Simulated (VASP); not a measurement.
# ZnS (Sphalerite): what each functional gives, and what it costs, part 4 of 6

Which functional reproduces the measured band gap of ZnS (Sphalerite), and what does it cost? LASPH is on for some levels and off for others; the table marks which. The start is a cell from a database of measured crystal structures.

VASP 6.6.1, plane waves and PAW; the level of theory is named at each step.

So far, least gap on mesh and path (eV): step 2 (bands, level LDA) 1.86; step 5 (bands, level TB-mBJ) 3.69; step 6 (bands, level AM05) 2.08; step 7 (bands, level SCAN) 2.60; step 9 (bands, level HSE06) 3.33.

**10. Bands with HSE03**

This step: HSE03; plane waves and PAW (Zn, S) (VASP 6.6.1).

HSE03, as typed here, screens exact exchange more strongly than HSE06 (HFSCREEN 0.3 against 0.2).

File INCAR:

```
SYSTEM = ZnS
PREC = Accurate
ENCUT = 400
EDIFF = 1E-06
NELM = 100
ISMEAR = 0
SIGMA = 0.02
LREAL = .FALSE.
ALGO = Normal
LHFCALC = .TRUE.
AEXX = 0.25
GGA = PE
HFSCREEN = 0.3
LASPH = .TRUE.
NBANDS = 15
PRECFOCK = Fast
LORBIT = 11
LWAVE = .FALSE.
LCHARG = .FALSE.
KPAR = 4
```

File POSCAR:

```
ZnS
1.0
    0.0000000000      2.7046500000      2.7046500000
    2.7046500000      0.0000000000      2.7046500000
    2.7046500000      2.7046500000      0.0000000000
Zn S
1 1
Direct
    0.0000000000      0.0000000000      0.0000000000
    0.2500000000      0.2500000000      0.2500000000
```

File KPOINTS:

```
Automatic mesh
0
Gamma
5 5 5
0 0 0
```

File KPOINTS_OPT:

```
Line mode
6
Line-mode
Reciprocal
  0.00000000   0.00000000   0.00000000 GAMMA
  0.50000000   0.00000000   0.50000000 X

  0.50000000   0.00000000   0.50000000 X
  0.50000000   0.25000000   0.75000000 W

  0.50000000   0.25000000   0.75000000 W
  0.37500000   0.37500000   0.75000000 K

  0.37500000   0.37500000   0.75000000 K
  0.00000000   0.00000000   0.00000000 GAMMA

  0.00000000   0.00000000   0.00000000 GAMMA
  0.50000000   0.50000000   0.50000000 L

  0.50000000   0.50000000   0.50000000 L
  0.62500000   0.25000000   0.62500000 U

  0.62500000   0.25000000   0.62500000 U
  0.50000000   0.25000000   0.75000000 W

  0.50000000   0.25000000   0.75000000 W
  0.50000000   0.50000000   0.50000000 L

  0.50000000   0.50000000   0.50000000 L
  0.37500000   0.37500000   0.75000000 K

  0.62500000   0.25000000   0.62500000 U
  0.50000000   0.00000000   0.50000000 X
```

Potentials, in the order of the species: Zn and S (PBE family, release 64).

On the command line:

```console
$ mpirun -np 4 vasp_std
```

Numbers of over 12 decimals in the logs are rounded to 6 here.

Output:

```text
[... set-up lines as in an earlier step ...]
 entering main loop
       N       E                     dE             d eps       ncg     rms          rms(c)
DAV:   1    -0.816528545221E+01   -0.81653E+01   -0.51373E-01   386   0.268E+01    0.175E+00
DAV:   2    -0.813939204483E+01    0.25893E-01   -0.18370E-01   363   0.937E+00    0.693E-01
DAV:   3    -0.814069331768E+01   -0.13013E-02   -0.17740E-02   377   0.218E+00    0.483E-01
DAV:   4    -0.814066542579E+01    0.27892E-04   -0.16670E-03   384   0.505E-01    0.287E-01
[...]
DAV:   8    -0.814060884834E+01    0.31086E-05   -0.75990E-07   234   0.709E-03    0.278E-02
DAV:   9    -0.814060755090E+01    0.12974E-05   -0.34867E-07   178   0.512E-03    0.141E-02
DAV:  10    -0.814060693506E+01    0.61584E-06   -0.12256E-07   171   0.332E-03
   1 F= -.81406069E+01 E0= -.81406069E+01  d E =-.951326E-32
 Start KPOINTS_OPT (optional k-point list driver)
k-point batch [1-10\60]
       N       E                     dE             ncg
DAV:   1     0.166070897925E+03   -0.39481E+04      300
DAV:   2    -0.817740650881E+03   -0.98381E+03      349
DAV:   3    -0.883251721135E+03   -0.65511E+02      356
DAV:   4    -0.884373225693E+03   -0.11215E+01      412
DAV:   5    -0.884385463366E+03   -0.12238E-01      419
DAV:   6    -0.884385654070E+03   -0.19070E-03      398
DAV:   7    -0.884385658161E+03   -0.40915E-05      391
DAV:   8    -0.884385658249E+03   -0.87775E-07      297
[...]
k-point batch [51-60\60]
       N       E                     dE             ncg
DAV:   1     0.129788993246E+03   -0.57976E+04      300
DAV:   2    -0.856963884755E+03   -0.98675E+03      328
DAV:   3    -0.921246012099E+03   -0.64282E+02      356
DAV:   4    -0.922373178048E+03   -0.11272E+01      391
DAV:   5    -0.922385303165E+03   -0.12125E-01      398
DAV:   6    -0.922385495240E+03   -0.19208E-03      398
DAV:   7    -0.922385499286E+03   -0.40461E-05      377
DAV:   8    -0.922385499375E+03   -0.88191E-07      297
```

The job ended after 8.7 min (4 MPI ranks of Intel Xeon Platinum 8488C (Sapphire Rapids), shared host; peak memory 0.99 GiB; 30 min of CPU time).

Parts of OUTCAR (step 10):

```text
 POSITION                                       TOTAL-FORCE (eV/Angst)
 -----------------------------------------------------------------------------------
      0.00000      0.00000      0.00000         0.000000      0.000000      0.000000
      1.35232      1.35232      1.35232        -0.000000     -0.000000     -0.000000
 -----------------------------------------------------------------------------------
    total drift:                                0.000161      0.000093      0.000079

  FREE ENERGIE OF THE ION-ELECTRON SYSTEM (eV)
  ---------------------------------------------------
  free  energy   TOTEN  =        -8.1406069351 eV

  energy  without entropy=       -8.1406069351  energy(sigma->0) =       -8.14060694

[... 2 parts as in an earlier step ...]

[... 1 further part left out ...]
[key lines of the parts left out:]
E-fermi :   1.6395
```

Electronic bands along the path, in eV, zero at the valence-band top; v1 is the highest filled band, c1 the lowest empty one:

```
          point     v4     v3     v2     v1    c1    c2     c3     c4
              Γ  -7.33   0.00   0.00   0.00  3.11  7.45   7.45   7.45
0.40 of the way  -7.31  -2.07  -0.93  -0.93  5.20  5.97   9.00   9.00
              X  -7.06  -4.92  -2.31  -2.31  4.18  5.03  12.27  13.40
0.40 of the way  -7.00  -4.87  -2.52  -2.49  4.78  5.60  11.29  11.74
              W  -6.89  -4.76  -2.92  -2.81  6.56  7.27   8.98   9.19
0.40 of the way  -6.91  -4.78  -3.13  -2.41  5.96  7.11   9.37   9.89
              K  -6.94  -4.82  -3.28  -1.88  5.01  7.04  10.50  11.01
0.40 of the way  -7.27  -3.90  -2.30  -0.75  5.88  7.74   7.94   8.78
              Γ  -7.33   0.00   0.00   0.00  3.11  7.45   7.45   7.45
0.40 of the way  -7.33  -2.25  -0.34  -0.34  4.39  7.58   7.99   7.99
              L  -7.10  -5.51  -0.90  -0.90  4.32  7.95   7.95   9.96
0.40 of the way  -7.05  -5.29  -1.86  -1.17  5.24  7.26   8.65   9.96
              U  -6.94  -4.82  -3.28  -1.88  5.01  7.04  10.50  11.01
0.40 of the way  -6.93  -4.80  -3.21  -2.15  5.48  7.07   9.84  10.35
              W  -6.89  -4.76  -2.92  -2.81  6.56  7.27   8.98   9.19
0.40 of the way  -6.98  -4.96  -2.79  -1.77  6.26  6.83   8.87  10.49
              L  -7.10  -5.51  -0.90  -0.90  4.32  7.95   7.95   9.96
0.40 of the way  -7.05  -5.29  -1.86  -1.17  5.24  7.26   8.65   9.96
              K  -6.94  -4.82  -3.28  -1.88  5.01  7.04  10.50  11.01
      jump to U  -6.94  -4.82  -3.28  -1.88  5.01  7.04  10.50  11.01
0.40 of the way  -6.99  -4.87  -2.84  -2.15  4.62  5.83  11.33  12.11
              X  -7.06  -4.92  -2.31  -2.31  4.18  5.03  12.27  13.40
```

Of the projections kept (Zn, S), the largest for each band there; the rest of the weight can lie on other orbitals:

```
point       v4       v3      v2      v1       c1       c2       c3       c4
    Γ  Zn 1.00   S 0.78  S 0.78  S 0.78  Zn 0.50  Zn 0.98  Zn 0.98  Zn 0.98
    X  Zn 0.96  Zn 0.58  S 0.74  S 0.74  Zn 0.78  Zn 0.83   S 0.77  Zn 0.59
    W  Zn 0.96  Zn 0.51  S 0.66  S 0.73   S 0.59  Zn 0.56  Zn 0.76  Zn 0.75
    K  Zn 0.96  Zn 0.52  S 0.68  S 0.74  Zn 0.79  Zn 0.52   S 0.61  Zn 0.64
    Γ  Zn 1.00   S 0.78  S 0.78  S 0.78  Zn 0.50  Zn 0.98  Zn 0.98  Zn 0.98
    L  Zn 0.98   S 0.57  S 0.76  S 0.76  Zn 0.71  Zn 0.92  Zn 0.92   S 0.78
```

The gap is 3.11 eV, direct at Γ. Against LDA that is +1.24 eV; this run took 17 times the core time, on fewer points of the path. The direct gap lies -0.74 eV from the measured 3.85 eV.

**11. Bands with PBE0**

This step: PBE0; plane waves and PAW (Zn, S) (VASP 6.6.1).

PBE0 keeps a quarter of exact exchange at all ranges; it tends to overshoot small gaps.

INCAR: that of step 10 with these lines changed.

```diff
@@ -12,3 +12,2 @@
 GGA = PE
-HFSCREEN = 0.3
 LASPH = .TRUE.
@@ -16,2 +15,3 @@
 PRECFOCK = Fast
+HFRCUT = -1
 LORBIT = 11
```

POSCAR is that of step 10.

KPOINTS is that of step 10.

KPOINTS_OPT is that of step 10.

On the command line:

```console
$ mpirun -np 4 vasp_std
```

Output:

```text
[banner, memory and clock lines left out]
running    4 mpi-ranks, on    1 nodes
[...]
LDA part: xc-table for (Slater+PW92), standard interpolation
 found WAVECAR, reading the header
 POSCAR, INCAR and KPOINTS ok, starting setup
[...]
HFRCUT set to (new)   10.569673
 reading WAVECAR
 the WAVECAR file was read successfully
 initial charge from wavefunction
 entering main loop
       N       E                     dE             d eps       ncg     rms          rms(c)
DAV:   1    -0.893336410126E+01   -0.89334E+01   -0.48535E-01   434   0.260E+01    0.165E+00
DAV:   2    -0.891760934826E+01    0.15755E-01   -0.16093E-01   349   0.843E+00    0.714E-01
DAV:   3    -0.891854923908E+01   -0.93989E-03   -0.19249E-02   377   0.245E+00    0.451E-01
DAV:   4    -0.891857893185E+01   -0.29693E-04   -0.19590E-03   335   0.518E-01    0.268E-01
[...]
DAV:   8    -0.891849736992E+01    0.37206E-05   -0.11313E-06   234   0.974E-03    0.267E-02
DAV:   9    -0.891849571534E+01    0.16546E-05   -0.54845E-07   171   0.595E-03    0.131E-02
DAV:  10    -0.891849490908E+01    0.80626E-06   -0.15692E-07   171   0.402E-03
   1 F= -.89184949E+01 E0= -.89184949E+01  d E =-.415586E-34
 Start KPOINTS_OPT (optional k-point list driver)
k-point batch [1-10\60]
       N       E                     dE             ncg
DAV:   1     0.103330556355E+03   -0.40109E+04      300
DAV:   2    -0.922071460908E+03   -0.10254E+04      342
DAV:   3    -0.989485064218E+03   -0.67414E+02      370
DAV:   4    -0.990613167292E+03   -0.11281E+01      391
DAV:   5    -0.990625558096E+03   -0.12391E-01      412
DAV:   6    -0.990625765136E+03   -0.20704E-03      398
DAV:   7    -0.990625769878E+03   -0.47422E-05      391
DAV:   8    -0.990625769985E+03   -0.10656E-06      304
[...]
k-point batch [51-60\60]
       N       E                     dE             ncg
DAV:   1     0.614164789567E+02   -0.58660E+04      300
DAV:   2    -0.962616544201E+03   -0.10240E+04      328
DAV:   3    -0.102878753819E+04   -0.66171E+02      356
DAV:   4    -0.102992920019E+04   -0.11417E+01      384
DAV:   5    -0.102994151879E+04   -0.12319E-01      398
DAV:   6    -0.102994172071E+04   -0.20193E-03      391
DAV:   7    -0.102994172508E+04   -0.43615E-05      377
DAV:   8    -0.102994172517E+04   -0.96686E-07      297
```

Elapsed: 8.7 min, on 4 MPI ranks; peak memory 0.64 GiB.

Parts of OUTCAR (step 11):

```text
 POSITION                                       TOTAL-FORCE (eV/Angst)
 -----------------------------------------------------------------------------------
      0.00000      0.00000      0.00000        -0.000000      0.000000     -0.000000
      1.35232      1.35232      1.35232         0.000000     -0.000000      0.000000
 -----------------------------------------------------------------------------------
    total drift:                                0.000133      0.000073      0.000065

  FREE ENERGIE OF THE ION-ELECTRON SYSTEM (eV)
  ---------------------------------------------------
  free  energy   TOTEN  =        -8.9184949091 eV

  energy  without entropy=       -8.9184949091  energy(sigma->0) =       -8.91849491

[... 2 parts as in an earlier step ...]

[... 1 further part left out ...]
[key lines of the parts left out:]
E-fermi :   1.1514
```

The k-mesh is coarse for unscreened exact exchange, which converges slowly with it.

The electronic bands at the labelled points (eV, zero at the valence-band top; v1 is the highest filled band, c1 the lowest empty one):

```
          point     v4     v3     v2     v1    c1    c2     c3     c4
              Γ  -7.44   0.00   0.00   0.00  4.00  8.42   8.42   8.42
0.40 of the way  -7.42  -2.11  -0.95  -0.95  6.13  6.92   9.99   9.99
              X  -7.17  -5.03  -2.36  -2.36  5.09  5.98  13.27  14.43
0.40 of the way  -7.11  -4.98  -2.58  -2.55  5.70  6.55  12.29  12.75
              W  -7.00  -4.86  -3.00  -2.89  7.51  8.27   9.97  10.16
0.40 of the way  -7.02  -4.89  -3.21  -2.46  6.90  8.10  10.37  10.87
              K  -7.05  -4.93  -3.37  -1.93  5.94  8.02  11.49  12.03
0.40 of the way  -7.38  -4.00  -2.36  -0.77  6.85  8.70   8.90   9.77
              Γ  -7.44   0.00   0.00   0.00  4.00  8.42   8.42   8.42
0.40 of the way  -7.44  -2.30  -0.35  -0.35  5.32  8.54   8.96   8.96
              L  -7.21  -5.64  -0.92  -0.92  5.25  8.92   8.92  10.93
0.40 of the way  -7.16  -5.42  -1.90  -1.19  6.18  8.21   9.63  10.96
              U  -7.05  -4.93  -3.37  -1.93  5.94  8.02  11.49  12.03
0.40 of the way  -7.04  -4.91  -3.30  -2.20  6.41  8.05  10.84  11.35
              W  -7.00  -4.86  -3.00  -2.89  7.51  8.27   9.97  10.16
0.40 of the way  -7.09  -5.08  -2.86  -1.81  7.22  7.78   9.86  11.48
              L  -7.21  -5.64  -0.92  -0.92  5.25  8.92   8.92  10.93
0.40 of the way  -7.16  -5.42  -1.90  -1.19  6.18  8.21   9.63  10.96
              K  -7.05  -4.93  -3.37  -1.93  5.94  8.02  11.49  12.03
      jump to U  -7.05  -4.93  -3.37  -1.93  5.94  8.02  11.49  12.03
0.40 of the way  -7.10  -4.98  -2.91  -2.20  5.54  6.78  12.34  13.13
              X  -7.17  -5.03  -2.36  -2.36  5.09  5.98  13.27  14.43
```

Of the projections kept (Zn, S), the largest for each band there; the rest of the weight can lie on other orbitals:

```
point       v4       v3      v2      v1       c1       c2       c3       c4
    Γ  Zn 1.00   S 0.78  S 0.78  S 0.78  Zn 0.50  Zn 0.98  Zn 0.98  Zn 0.98
    X  Zn 0.96  Zn 0.58  S 0.74  S 0.74  Zn 0.78  Zn 0.83   S 0.77  Zn 0.58
    W  Zn 0.96  Zn 0.51  S 0.66  S 0.73   S 0.59  Zn 0.56  Zn 0.76  Zn 0.75
    K  Zn 0.96  Zn 0.52  S 0.68  S 0.74  Zn 0.79  Zn 0.52   S 0.61  Zn 0.64
    Γ  Zn 1.00   S 0.78  S 0.78  S 0.78  Zn 0.50  Zn 0.98  Zn 0.98  Zn 0.98
    L  Zn 0.98   S 0.57  S 0.76  S 0.76  Zn 0.71  Zn 0.92  Zn 0.92   S 0.78
```

The gap is 4.00 eV, direct at Γ. Against LDA that is +2.13 eV; this run took 17 times the core time, on fewer points of the path. The direct gap lies +0.15 eV from the measured 3.85 eV.

[end of part 4 of 6]

[Lines on the potential files, build, host, timing and source positions are cut from VASP's logs without a mark.]

[Logs are printed without paths, hosts, clocks, repeated set-up lines and the standing remarks that a program may print on its own settings, such as how far it seeks lower states.]

[Hosts, paths, dates, database ids (printed as entryN), source tags and the programs' standing remarks are cut or masked in the printed files.]

[A measured line is paired with the nearest computed mode of its activity, which favours agreement.]
